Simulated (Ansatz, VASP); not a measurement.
# Sb (ladder Sb chain): VASP beside Ansatz, part 2 of 2

Aim: how closely do two programs agree when they are given the same cell, functional and k mesh? The structure shown is the start of the Ansatz relaxation below; VASP solves that cell, so the two are compared at the walk's first step.

VASP 6.6.1 and Ansatz 0.2.0.

So far. Step 4 (Side by side): The forces differ by 83 meV/Å r.m.s., which is 4.1 % of the r.m.s. force of 2.010 eV/Å (both taken over all components).

### Step 7. Comparison

What differs besides the data sets and the points named for the pairs above, as far as they apply: the data sets hold 30 valence electrons in Ansatz (on its default PAW (the set named soft_2) files) and 10 in VASP; Ansatz makes its cores anew for this functional, VASP keeps those of its PBE data sets. Total energies have different zeros and are not compared.

Forces (eV/Å; atoms numbered as in POSCAR):

| atom | Ansatz x, y, z | VASP x, y, z |
| --- | --- | --- |
| Sb1 | -3.005, 0.000, 0.000 | -3.188, 0.000, 0.000 |
| Sb2 | 3.005, 0.000, 0.000 | 3.188, 0.000, 0.000 |

The forces differ by 106 meV/Å r.m.s., which is 5.7 % of the r.m.s. force of 1.841 eV/Å (both taken over all components). Moments aren't recorded for both runs of this pair, so they may hold unlike magnetic states.

### Step 8. Ansatz: relaxation, RPBE

The two programs are compared at the cell with which this relaxation starts, whose forces are those of its first step.

The structure compared here is the start of the Ansatz relaxation; VASP solves that cell, so the two are compared at the walk's first step.

input.yaml reads:

```yaml
crystal:
  lattice:
    - [9.0, 0.0, 0.0]
    - [0.0, 7.5, 0.0]
    - [0.0, 0.0, 2.72023]
  atoms:
    - { symbol: Sb, position: [0.370884444, 0.5, 0.0], spin: 0.3 }
    - { symbol: Sb, position: [0.629115556, 0.5, 0.5], spin: 0.3 }
magnetization:
  spin_polarized: true
kpoints:
  mp_grid: { grid: [1, 1, 30] }
scf:
  occupations: { method: fermi_dirac, width: 0.05 }
hamiltonian:
  xc: rpbe
relax:
  cell: { fix: [a, b, alpha, beta, gamma] }
  max_steps: 60
```

The run is started by

```sh
ansatz run input.yaml --threads 4 --pin off --max-ram 8192MiB --backend cpu --events-out ev --progress --plain --runs-dir out
```

Numbers of over 12 decimals in the logs are rounded to 6 here.

The program printed:

```text
[...]
Crystal: 2 atoms, lattice volume = 183.616 Å³
Basis set: ecut = 420 eV, 3635 PW (Γ), exchange–correlation on 128×108×40 points (8 copies of the dense FFT grid, shifted against one another)
Bands: 20, of which v1, the nominal top of the filled ones, is band 15 counted from 1 (14 counted from 0)
Symmetry: 8 space group operations
[...]
0.000000       0.384563       0.000000
        0.000000       0.000000       0.037188
  P = ⅓ Tr σ = 0.0039 GPa (0.039 kbar)
--- Relaxed structure (8 steps of the walk, 8 accepted, 1 SCFs on fresh bases) ---
[...]
cell:  # Å, volume = 201.7702 Å³
    - [9.0, 0.0, 0.0]
    - [0.0, 7.5, 0.0]
    - [0.0, 0.0, 2.989188]
  atoms:
    - { symbol: Sb, position: [0.353536, 0.5, 0.0] }
    - { symbol: Sb, position: [0.646464, 0.5, 0.5] }
[key lines of the parts left out:]
SCF converged after 6 iterations
Magnetization: 0.0000 μB (15.0000 up, 15.0000 down)
Free energy (F): -12985.051915 eV
Fermi energy:    -0.053693 eV
```

### Step 9. VASP: single point, RPBE, start cell

The same cell, functional, mesh and smearing now go to VASP, with its own data sets.

INCAR reads:

```
SYSTEM = Sb
PREC = Accurate
ENCUT = 400
EDIFF = 1E-06
NELM = 200
ISMEAR = -1
SIGMA = 0.05
LREAL = .FALSE.
ALGO = Normal
GGA = RP
NBANDS = 12
ISPIN = 2
MAGMOM = 0 0
LORBIT = 11
LWAVE = .FALSE.
LCHARG = .FALSE.
ISIF = 2
LASPH = .TRUE.
GGA_COMPAT = .FALSE.
KPAR = 2
```

POSCAR reads:

```
Sb
1.0
    9.0000000000      0.0000000000      0.0000000000
    0.0000000000      7.5000000000      0.0000000000
    0.0000000000      0.0000000000      2.7202300000
Sb
2
Direct
    0.3708844444      0.5000000000      0.0000000000
    0.6291155556      0.5000000000      0.5000000000
```

KPOINTS reads:

```
Automatic mesh
0
Gamma
1 1 30
0 0 0
```

The projector-augmented-wave data sets are Sb (PBE family, release 64).

The run is started by

```sh
mpirun -np 2 vasp_std
```

The program printed:

```text
[banner, memory and clock lines left out]
running    2 mpi-ranks, on    1 nodes
[...]
[... a notice as in an earlier step ...]

 LDA part: xc-table for (Slater+PW92), standard interpolation
 POSCAR, INCAR and KPOINTS ok, starting setup
[...]
entering main loop
       N       E                     dE             d eps       ncg     rms          rms(c)
DAV:   1     0.460294600693E+02    0.46029E+02   -0.27471E+03   768   0.464E+02
DAV:   2    -0.187032822330E+01   -0.47900E+02   -0.43024E+02  1044   0.891E+01
DAV:   3    -0.523953263478E+01   -0.33692E+01   -0.33145E+01   972   0.277E+01
DAV:   4    -0.531314124593E+01   -0.73609E-01   -0.73557E-01   932   0.510E+00
[...]
DAV:  15    -0.522426120860E+01   -0.10898E-04   -0.20111E-06   832   0.767E-03    0.775E-04
DAV:  16    -0.522426260429E+01   -0.13957E-05   -0.30994E-07   724   0.403E-03    0.361E-04
DAV:  17    -0.522426277142E+01   -0.16713E-06   -0.19612E-07   696   0.356E-03
   1 F= -.52242628E+01 E0= -.52181517E+01  d E =-.122222E-01  mag=     0.0000
```

Parts of OUTCAR (step 9):

```text
  Total        8.0893057      0.4091945     13.5164145      0.0000000      0.0000000      0.0000000
  in kB       70.5850018      3.5705163    117.9404244      0.0000000      0.0000000      0.0000000
  external PRESSURE =      64.0319808 kB  Pullay stress =       0.0000000 kB

 POSITION                                       TOTAL-FORCE (eV/Angst)
 -----------------------------------------------------------------------------------
      3.33796      3.75000      0.00000        -3.623561      0.000000      0.000000
      5.66204      3.75000      1.36011         3.623561      0.000000      0.000000
 -----------------------------------------------------------------------------------
    total drift:                                0.000000     -0.000000      0.000000

  FREE ENERGIE OF THE ION-ELECTRON SYSTEM (eV)
  ---------------------------------------------------
  free  energy   TOTEN  =        -5.2242627714 eV

  energy  without entropy=       -5.2120406176  energy(sigma->0) =       -5.21815169

 magnetization (x)
# of ion       s       p       d       tot
------------------------------------------
    1        0.000  -0.000  -0.000   0.000
    2        0.000  -0.000  -0.000   0.000
--------------------------------------------------
tot          0.000  -0.000  -0.000   0.000

[... 2 parts as in an earlier step ...]

[... 1 further part left out ...]
[key lines of the parts left out:]
E-fermi :  -0.3305
```

### Step 10. Comparison

What differs besides the data sets and the points named for the pairs above, as far as they apply: the data sets hold 30 valence electrons in Ansatz (on its default PAW (the set named soft_2) files) and 10 in VASP. Total energies have different zeros and are not compared.

Forces (eV/Å; atoms numbered as in POSCAR):

| atom | Ansatz x, y, z | VASP x, y, z |
| --- | --- | --- |
| Sb1 | -3.500, 0.000, 0.000 | -3.624, 0.000, 0.000 |
| Sb2 | 3.500, 0.000, 0.000 | 3.624, 0.000, 0.000 |

The forces differ by 71 meV/Å r.m.s., which is 3.4 % of the r.m.s. force of 2.092 eV/Å (both taken over all components). Moments aren't recorded for both runs of this pair, so they may hold unlike magnetic states.

### Step 11. Results

```yaml
r_m_s_force_difference_single_point_pbe_start_cell: 4.1 % of the r.m.s. force
r_m_s_force_difference_single_point_pbesol_start_cell: 5.7 % of the r.m.s. force
r_m_s_force_difference_single_point_rpbe_start_cell: 3.4 % of the r.m.s. force
```

The r.m.s. force difference is 5.7 % of the r.m.s. force (single point, PBEsol, start cell), beyond the 3 % picked in this series as the mark of a large difference. The data sets hold unlike numbers of valence electrons (30 in Ansatz and 10 in VASP), so part of the differences comes from the potentials. What causes the difference of the single point, PBE, start cell pair stays open here. What causes the difference of the single point, PBEsol, start cell pair stays open here. What causes the difference of the single point, RPBE, start cell pair stays open here. 7 further runs of this series are not shown here. How closely two codes agree says nothing of how well the functional describes the real material.

[Lines on the potential files, build, host, timing and source positions are cut from VASP's logs without a mark.]

[Logs are printed without paths, hosts, clocks, repeated set-up lines and the standing remarks that a program may print on its own settings, such as how far it seeks lower states.]

[Hosts, paths, dates, database ids (printed as entryN), source tags and the programs' standing remarks are cut or masked in the printed files.]
